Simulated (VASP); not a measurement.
# Cs4BePb3Br12 (a cell with a defect) in VASP: further runs, part 4 of 4

VASP 6.6.1. The steps go on from the part before.

### 6 Electric field gradients, PBE

This run's cell holds other atoms than the first one's.

The input, INCAR:

```
  PREC = Accurate
  ENCUT = 520
  EDIFF = 1E-8
  ISMEAR = -1
  SIGMA = 0.01
  LREAL = Auto
  LASPH = T
  NELM = 100
  ALGO = Fast
  ISIF = 2
  LWAVE = F
  LCHARG = F
  GGA = PE
  LEFG = T
  NBANDS = 104
```

The input, KPOINTS:

```
Automatic mesh
0
Gamma
  2 2 2
```

The input, POSCAR:

```
Cs4Pb4IBr11
1.0
   -5.8700000000      5.8700000000      5.8700000000
    5.8700000000     -5.8700000000      5.8700000000
    5.8700000000      5.8700000000     -5.8700000000
Cs Pb I Br
4 4 1 11
Direct
    0.0000000000      0.0000000000      0.0000000000
    0.5000000000      0.5000000000      0.0000000000
    0.5000000000      0.0000000000      0.5000000000
    0.0000000000      0.5000000000      0.5000000000
    0.5000000000      0.5000000000      0.5000000000
    0.0000000000      0.0000000000      0.5000000000
    0.0000000000      0.5000000000      0.0000000000
    0.5000000000      0.0000000000      0.0000000000
    0.5000000000      0.2500000000      0.2500000000
    0.0000000000      0.7500000000      0.2500000000
    0.0000000000      0.2500000000      0.7500000000
    0.5000000000      0.7500000000      0.7500000000
    0.2500000000      0.5000000000      0.2500000000
    0.7500000000      0.0000000000      0.2500000000
    0.7500000000      0.5000000000      0.7500000000
    0.2500000000      0.0000000000      0.7500000000
    0.2500000000      0.2500000000      0.5000000000
    0.7500000000      0.7500000000      0.5000000000
    0.7500000000      0.2500000000      0.0000000000
    0.2500000000      0.7500000000      0.0000000000
```

Potentials or basis: VASP PAW PBE potentials, release 64 (Cs_sv, Pb_d, I, Br).

Launch:

```sh
$ cat potpaw_PBE.64/Cs_sv/POTCAR potpaw_PBE.64/Pb_d/POTCAR potpaw_PBE.64/I/POTCAR potpaw_PBE.64/Br/POTCAR > POTCAR
$ mpirun -np 1 vasp_std > vasp.out
```

OUTCAR:

```text
PREC = Accurate
   ENCUT = 520
   EDIFF = 1E-8
   ISMEAR = -1
   LREAL = Auto
   LASPH = T
   NELM = 100
   ISIF = 2
   GGA = PE

 ion  position               nearest neighbor table
   1  0.000  0.000  0.000-
   2  0.500  0.500  0.000-
   3  0.500  0.000  0.500-
   4  0.000  0.500  0.500-
   5  0.500  0.500  0.500-   9 2.94  12 2.94  13 2.94  15 2.94  17 2.94  18 2.94
   6  0.000  0.000  0.500-  10 2.94  11 2.94  14 2.94  16 2.94  17 2.94  18 2.94
   7  0.000  0.500  0.000-  10 2.94  11 2.94  13 2.94  15 2.94  19 2.94  20 2.94
   8  0.500  0.000  0.000-   9 2.94  12 2.94  14 2.94  16 2.94  19 2.94  20 2.94
   9  0.500  0.250  0.250-   5 2.94   8 2.94
  10  0.000  0.750  0.250-   6 2.94   7 2.94
  11  0.000  0.250  0.750-   6 2.94   7 2.94
  12  0.500  0.750  0.750-   5 2.94   8 2.94
  13  0.250  0.500  0.250-   5 2.94   7 2.94
  14  0.750  0.000  0.250-   6 2.94   8 2.94
  15  0.750  0.500  0.750-   5 2.94   7 2.94
  16  0.250  0.000  0.750-   6 2.94   8 2.94
  17  0.250  0.250  0.500-   5 2.94   6 2.94
  18  0.750  0.750  0.500-   5 2.94   6 2.94
  19  0.750  0.250  0.000-   7 2.94   8 2.94
  20  0.250  0.750  0.000-   7 2.94   8 2.94

  LATTYP: Found a body centered cubic cell.
 ALAT       =    11.7400000000

  Lattice vectors:

 A1 = (  -5.8700000000,   5.8700000000,   5.8700000000)
 A2 = (   5.8700000000,  -5.8700000000,   5.8700000000)
 A3 = (   5.8700000000,   5.8700000000,  -5.8700000000)

Analysis of symmetry for initial positions (statically):
=====================================================================
 Subroutine PRICEL returns:
 Original cell was already a primitive cell.

 Routine SETGRP: Setting up the symmetry group for a
 body centered cubic supercell.

 Subroutine GETGRP returns: Found 16 space group operations
 (whereof  4 operations were pure point group operations)
 out of a pool of 48 trial point group operations.

The static configuration has the point symmetry C_2v.
 The point group associated with its full space group is D_4h.

Analysis of symmetry for dynamics (positions and initial velocities):
=====================================================================
 Subroutine PRICEL returns:
 Original cell was already a primitive cell.

 Routine SETGRP: Setting up the symmetry group for a
 body centered cubic supercell.

 Subroutine GETGRP returns: Found 16 space group operations
 (whereof  4 operations were pure point group operations)
 out of a pool of 48 trial point group operations.

The dynamic configuration has the point symmetry C_2v.
 The point group associated with its full space group is D_4h.

 Subroutine INISYM returns: Found 16 space group operations
 (whereof  4 operations are pure point group operations),
 and found     1 'primitive' translations

----------------------------------------------------------------------------------------

                                     Primitive cell

  volume of cell :     809.0480

[... 134 lines left out ...]
 non-spin polarized calculation
 RMM-DIIS sequential band-by-band and
  energy-cutoff  :      520.00
  volume of cell :      809.05
 maximum number of plane-waves:     21769
 NGX is ok and might be reduce to    80

 number of electron     176.0000049 magnetization

 Free energy of the ion-electron system (eV)
  ---------------------------------------------------
  ext. energy  EPLUGINS =         0.00000000
  ---------------------------------------------------
  free energy    TOTEN  =       -62.29297913 eV

  energy without entropy =      -62.29297913  energy(sigma->0) =      -62.29297913

 E-fermi :   1.8961     XC(G=0):  -7.6938

 val. band max:        1.6166600446   @ k =   0.5000   0.5000   0.5000
 cond. band min:       2.9945835388   @ k =   0.5000   0.5000   0.5000
 fundamental gap:      1.3779234941
 Fermi energy:         1.8961168423

 k-point     1 :       0.0000    0.0000    0.0000
  band No.  band energies     occupation
      1     -19.9882      2.00000
      2     -19.9861      2.00000
      3     -19.9861      2.00000
      4     -19.9861      2.00000
      5     -15.3786      2.00000
      6     -15.3730      2.00000
[... 401 lines left out ...]
     99       6.3852      0.00000
    100       6.5668      0.00000
 [bands above 100 left out]

------------------------ aborting loop because EDIFF is reached ----------------------------------------

  FORCE on cell =-STRESS in cart. coord.  units (eV):
  Direction    XX          YY          ZZ          XY          YZ          ZX
  --------------------------------------------------------------------------------------
  -------------------------------------------------------------------------------------
  Total       13.6586107      8.3505933      8.3505933      0.0000000     -0.0000000     -0.0000000
  in kB       27.0484768     16.5368817     16.5368817      0.0000000     -0.0000000     -0.0000000
  external PRESSURE =      20.0407467 kB  Pullay stress =       0.0000000 kB

 VOLUME and BASIS-vectors are now :
 -----------------------------------------------------------------------------
  energy-cutoff  :      520.00
  volume of cell :      809.05
      direct lattice vectors                 reciprocal lattice vectors
    -5.870000000  5.870000000  5.870000000     0.000000000  0.085178876  0.085178876
     5.870000000 -5.870000000  5.870000000     0.085178876  0.000000000  0.085178876
     5.870000000  5.870000000 -5.870000000     0.085178876  0.085178876  0.000000000

 POSITION                                       TOTAL-FORCE (eV/Angst)
 -----------------------------------------------------------------------------------
      0.00000      0.00000      0.00000        -0.000000     -0.046339     -0.046339
      0.00000      0.00000      5.87000        -0.000000     -0.046339      0.046339
      0.00000      5.87000      0.00000        -0.000000      0.046339     -0.046339
      5.87000      0.00000      0.00000        -0.000000      0.046339      0.046339
      2.93500      2.93500      2.93500         0.785537     -0.000000      0.000000
      2.93500      2.93500     -2.93500        -0.000000     -0.000000      0.000000
[... 12 lines left out ...]
     -2.93500      2.93500      5.87000        -0.004838     -0.000000      0.021332
      2.93500     -2.93500      5.87000        -0.004838     -0.000000     -0.021332
 -----------------------------------------------------------------------------------
    total drift:                                0.000000      0.000000     -0.000000

  FREE ENERGIE OF THE ION-ELECTRON SYSTEM (eV)
  ---------------------------------------------------
  free  energy   TOTEN  =       -62.2929791315 eV

  energy  without entropy=      -62.2929791315  energy(sigma->0) =      -62.29297913

 Electric field gradients (V/A^2)
---------------------------------------------------------------------
 ion       V_xx      V_yy      V_zz      V_xy      V_xz      V_yz
---------------------------------------------------------------------
   1       0.177    -0.088    -0.088    -0.000    -0.000    -0.319
   2       0.177    -0.088    -0.088    -0.000    -0.000     0.318
   3       0.177    -0.088    -0.088    -0.000    -0.000     0.318
   4       0.177    -0.088    -0.088    -0.000    -0.000    -0.319
   5    -108.790    54.395    54.395    -0.000    -0.000    -0.000
   6       0.087    -0.043    -0.043    -0.000    -0.000    -0.000
[... 12 lines left out ...]
  19     -94.921   -91.711   186.632     0.000    -1.900     0.000
  20     -94.921   -91.711   186.632     0.000     1.900     0.000
---------------------------------------------------------------------

 Electric field gradients after diagonalization (V/A^2)
 (convention: |V_zz| > |V_xx| > |V_yy|)
----------------------------------------------------------------------
 ion       V_xx      V_yy      V_zz     asymmetry (V_yy - V_xx)/ V_zz
----------------------------------------------------------------------
   1       0.231     0.177    -0.407       0.132
   2       0.230     0.177    -0.406       0.130
   3       0.230     0.177    -0.406       0.130
   4       0.231     0.177    -0.407       0.132
   5      54.395    54.395  -108.790       0.000
   6      -0.044    -0.043     0.087       0.009
[... 12 lines left out ...]
  19     -94.934   -91.711   186.645       0.017
  20     -94.934   -91.711   186.645       0.017
----------------------------------------------------------------------

           NMR quadrupolar parameters

 Cq : quadrupolar parameter    Cq=e*Q*V_zz/h
 eta: asymmetry parameters     (V_yy - V_xx)/ V_zz
 Q  : nuclear electric quadrupole moment in mb (millibarn)
----------------------------------------------------------------------
 ion       Cq(MHz)       eta       Q (mb)
----------------------------------------------------------------------
   1      -0.001       0.132       1.000
   2      -0.001       0.130       1.000
   3      -0.001       0.130       1.000
   4      -0.001       0.132       1.000
   5      -0.263       0.000       1.000
   6       0.000       0.009       1.000
[... 12 lines left out ...]
  19       0.451       0.017       1.000
  20       0.451       0.017       1.000
----------------------------------------------------------------------
```

Wall time 8 min (1 thread of Intel Xeon 6975P-C (Granite Rapids), shared host); peak memory 1.1 GiB.

Results:

| Property | Result |
| --- | --- |
| Free energy | -62.2930 eV |
| Pressure | 2.0 GPa |
| Largest force | 0.786 eV/Å |
| Band gap on the k mesh | 1.38 eV, direct |

Forces on the atoms (eV/Å):
```
Cs   0.000 -0.046 -0.046
Cs   0.000 -0.046  0.046
Cs   0.000  0.046 -0.046
Cs   0.000  0.046  0.046
Pb   0.786  0.000  0.000
Pb   0.000  0.000  0.000
Pb   0.000  0.000  0.000
Pb  -0.786  0.000  0.000
I    0.000  0.000  0.000
Br   0.000  0.000  0.000
Br   0.000  0.000  0.000
Br   0.000  0.000  0.000
Br   0.005 -0.021  0.000
Br  -0.005  0.021  0.000
Br   0.005  0.021  0.000
Br  -0.005 -0.021  0.000
Br   0.005  0.000 -0.021
Br   0.005  0.000  0.021
Br  -0.005  0.000  0.021
Br  -0.005  0.000 -0.021
```

Levels at points of the mesh, in eV from the valence-band top:
| k point | band 86 | band 87 | band 88 | band 89 | band 90 | band 91 |
| --- | --- | --- | --- | --- | --- | --- |
| (0.00, 0.00, 0.00) | -0.82 | -0.81 | -0.56 | 1.93 | 1.93 | 1.98 |
| (0.50, 0.00, 0.00) | -1.83 | -1.25 | -0.91 | 1.98 | 1.99 | 3.25 |
| (0.00, 0.50, 0.00) | -1.90 | -1.26 | -1.22 | 1.91 | 1.99 | 3.31 |
| (0.50, 0.50, 0.50) | -1.55 | -1.34 | 0.00 | 1.38 | 1.38 | 1.48 |

Electric field gradients, principal values (V/Å²):
```
 atom       Vxx       Vyy       Vzz
 1 Cs     0.177     0.231    -0.407
 2 Cs     0.177     0.230    -0.406
 3 Cs     0.177     0.230    -0.406
 4 Cs     0.177     0.231    -0.407
 5 Pb    54.395    54.395  -108.790
 6 Pb    -0.043    -0.044     0.087
 7 Pb    -0.043    -0.044     0.087
 8 Pb    54.395    54.395  -108.790
  9 I  -136.819  -136.820   273.639
10 Br   -91.973   -92.668   184.641
11 Br   -91.973   -92.668   184.641
12 Br   -82.359   -82.359   164.718
13 Br   -91.711   -94.934   186.645
14 Br   -91.711   -94.934   186.645
15 Br   -91.711   -94.934   186.645
16 Br   -91.711   -94.934   186.645
17 Br   -91.711   -94.934   186.645
18 Br   -91.711   -94.934   186.645
19 Br   -91.711   -94.934   186.645
20 Br   -91.711   -94.934   186.645
```

Caveat: spin-orbit coupling is left out, which as a rule narrows the gap of such compounds by several tenths of an eV.

### 7 The runs side by side

| potentials or basis | cell | k mesh | gap on the mesh (eV) | pressure (GPa) | largest force (eV/Å) |
| --- | --- | --- | --- | --- | --- |
| VASP PAW PBE potentials, release 64 (Cs_sv, Be, Pb_d, Br) | Im-3m, 40.45 Å³/atom | 2 × 2 × 2 | 1.28 | -0.3 | 1.20 |
| VASP PAW PBE potentials, release 64 (Cs_sv, Be, Pb_d, Br) | Im-3m, 40.45 Å³/atom | 3 × 3 × 3 | 1.09 | -0.3 | 1.21 |
| VASP PAW PBE potentials, release 64 (Cs_sv, Pb_d, I, Br) | I4/mmm, 40.45 Å³/atom | 2 × 2 × 2 | 1.38 | 2.0 | 0.79 |

Some of these runs hold the atoms at other places in the same cell, which the table doesn't show; runs alike in all that it shows share one row.

Alike in all rows: task electric field gradients; level PBE; no spin polarisation; cutoff (eV) 520; smearing fermi-dirac 0.01 eV.

Caveats: spin-orbit coupling is left out, which as a rule narrows the gap of such compounds by several tenths of an eV.

Absolute energies hang on the potentials; compare differences alone.
